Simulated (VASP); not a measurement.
Computed with PBE GGA, VASP's PBE PAW potentials (set 64) (plane waves; VASP 6.6.1).

A VASP calculation is set up with these files.

**INCAR**
```
ALGO  =  Normal
EDIFF  =  1E-6
EDIFFG  =  -0.02
ENCUT  =  500
GGA  =  PE
IBRION  =  2
ISIF  =  3
ISMEAR  =  0
LASPH  =  T
LCHARG  =  F
LMAXMIX  =  4
LREAL  =  F
LWAVE  =  F
NELM  =  100
NSW  =  40
PREC  =  Accurate
SIGMA  =  0.05
SYSTEM  =  CsSnI3
```

POSCAR:
```
CsSnI3
1
    6.2403363316     0.0000000000     0.0000000000
    0.0000000000     6.2403363316     0.0000000000
    0.0000000000     0.0000000000     6.2403363316
Cs Sn I
1 1 3
Direct
  0.0000000000   0.0000000000   0.0000000000
  0.5000000000   0.5000000000   0.5000000000
  0.5000000000   0.0000000000   0.5000000000
  0.0000000000   0.5000000000   0.5000000000
  0.5000000000   0.5000000000   0.0000000000
```

File KPOINTS:
```
kpoints
0
Gamma
 4 4 4
```

POTCAR, in this order: Cs_sv Sn_d I (PBE.64 set). Program: vasp_std.

What VASP printed:

File OSZICAR:
```
       N       E                     dE             d eps       ncg     rms          rms(c)
DAV:   1     0.344327927342E+03    0.34433E+03   -0.18029E+04   520   0.148E+03
DAV:   2     0.250538036987E+02   -0.31927E+03   -0.31233E+03   646   0.302E+02
DAV:   3    -0.128366289430E+02   -0.37890E+02   -0.37642E+02   618   0.117E+02
DAV:   4    -0.142136937800E+02   -0.13771E+01   -0.13726E+01   684   0.269E+01
DAV:   5    -0.142557139566E+02   -0.42020E-01   -0.42012E-01   796   0.411E+00    0.409E+00
DAV:   6    -0.139842865760E+02    0.27143E+00   -0.48365E-01   650   0.375E+00    0.271E+00
DAV:   7    -0.139582006104E+02    0.26086E-01   -0.32667E-01   662   0.242E+00    0.101E+00
DAV:   8    -0.139629233137E+02   -0.47227E-02   -0.44020E-02   588   0.149E+00    0.278E-01
DAV:   9    -0.139627895597E+02    0.13375E-03   -0.22028E-03   654   0.363E-01    0.142E-01
DAV:  10    -0.139630809654E+02   -0.29141E-03   -0.12458E-03   610   0.225E-01    0.598E-02
DAV:  11    -0.139631308051E+02   -0.49840E-04   -0.39301E-04   592   0.137E-01    0.162E-02
DAV:  12    -0.139631347601E+02   -0.39550E-05   -0.35749E-05   654   0.396E-02    0.172E-02
DAV:  13    -0.139631340184E+02    0.74168E-06   -0.14791E-06   442   0.854E-03
   1 F= -.13963134E+02 E0= -.13963134E+02  d E =-.139631E+02
       N       E                     dE             d eps       ncg     rms          rms(c)
DAV:   1    -0.141109855431E+02   -0.14785E+00   -0.30048E+00   614   0.155E+01    0.194E+00
DAV:   2    -0.140030617335E+02    0.10792E+00   -0.18163E-01   616   0.374E+00    0.852E-01
DAV:   3    -0.139746585023E+02    0.28403E-01   -0.89658E-02   676   0.233E+00    0.333E-01
DAV:   4    -0.139740427815E+02    0.61572E-03   -0.19145E-03   536   0.292E-01    0.270E-01
DAV:   5    -0.139735746401E+02    0.46814E-03   -0.99516E-04   692   0.228E-01    0.661E-02
DAV:   6    -0.139735513614E+02    0.23279E-04   -0.15646E-04   600   0.116E-01    0.126E-02
DAV:   7    -0.139735520985E+02   -0.73710E-06   -0.95715E-06   590   0.200E-02
   2 F= -.13973552E+02 E0= -.13973552E+02  d E =-.104181E-01
       N       E                     dE             d eps       ncg     rms          rms(c)
DAV:   1    -0.139986161912E+02   -0.25065E-01   -0.52275E-01   610   0.633E+00    0.815E-01
DAV:   2    -0.139796495375E+02    0.18967E-01   -0.32124E-02   616   0.156E+00    0.354E-01
DAV:   3    -0.139747029626E+02    0.49466E-02   -0.15604E-02   674   0.970E-01    0.141E-01
DAV:   4    -0.139745840913E+02    0.11887E-03   -0.33103E-04   538   0.122E-01    0.112E-01
DAV:   5    -0.139744940602E+02    0.90031E-04   -0.17822E-04   694   0.958E-02    0.261E-02
DAV:   6    -0.139744894174E+02    0.46429E-05   -0.26003E-05   598   0.477E-02    0.491E-03
DAV:   7    -0.139744892948E+02    0.12260E-06   -0.15552E-06   340   0.798E-03
   3 F= -.13974489E+02 E0= -.13974489E+02  d E =-.113553E-01
```

**OUTCAR**
```
------------------------ aborting loop because EDIFF is reached ----------------------------------------
  FORCE on cell =-STRESS in cart. coord.  units (eV):
  Direction    XX          YY          ZZ          XY          YZ          ZX
  --------------------------------------------------------------------------------------
  Total       -0.0009568     -0.0009568     -0.0009568      0.0000000     -0.0000000      0.0000000
  in kB       -0.0061186     -0.0061186     -0.0061186      0.0000000     -0.0000000      0.0000000
  external PRESSURE =      -0.0061186 kB  Pullay stress =       0.0000000 kB
  volume of cell :      250.53
      direct lattice vectors                 reciprocal lattice vectors
     6.304082638  0.000000000 -0.000000000     0.158627362 -0.000000000 -0.000000000
     0.000000000  6.304082638 -0.000000000    -0.000000000  0.158627362 -0.000000000
     0.000000000  0.000000000  6.304082638     0.000000000  0.000000000  0.158627362
 POSITION                                       TOTAL-FORCE (eV/Angst)
 -----------------------------------------------------------------------------------
      0.00000      0.00000      0.00000        -0.000000     -0.000000      0.000000
      3.15204      3.15204      3.15204         0.000000      0.000000      0.000000
      3.15204      0.00000      3.15204        -0.000000     -0.000000      0.000000
      0.00000      3.15204      3.15204        -0.000000     -0.000000      0.000000
      3.15204      3.15204     -0.00000        -0.000000     -0.000000      0.000000
 -----------------------------------------------------------------------------------
    total drift:                                0.000000     -0.000000     -0.000000
  FREE ENERGIE OF THE ION-ELECTRON SYSTEM (eV)
  ---------------------------------------------------
  free  energy   TOTEN  =       -13.9744892948 eV

  energy  without entropy=      -13.9744892948  energy(sigma->0) =      -13.97448929

 reached required accuracy - stopping structural energy minimisation
```
(Selected blocks of OUTCAR.)

### CONTCAR
```
CsSnI3
   1.00000000000000
     6.3040826379956618    0.0000000000000000   -0.0000000000000000
     0.0000000000000000    6.3040826379956618   -0.0000000000000000
     0.0000000000000000    0.0000000000000000    6.3040826379956618
  Cs              Sn              I
     1     1     3
Direct
     0.0000000000000000    0.0000000000000000    0.0000000000000000
     0.5000000000000000    0.5000000000000000    0.5000000000000000
     0.5000000000000000    0.0000000000000000    0.5000000000000000
     0.0000000000000000    0.5000000000000000    0.5000000000000000
     0.5000000000000000    0.5000000000000000    0.0000000000000000
```

Energy and stress use the plane-wave basis of the starting cell.

The compound is CsSnI3 in the cubic perovskite structure, the ideal cubic form; the compound distorts at low or room temperature. This run relaxes it. Symmetry was kept, so distortions that lower it aren't found.
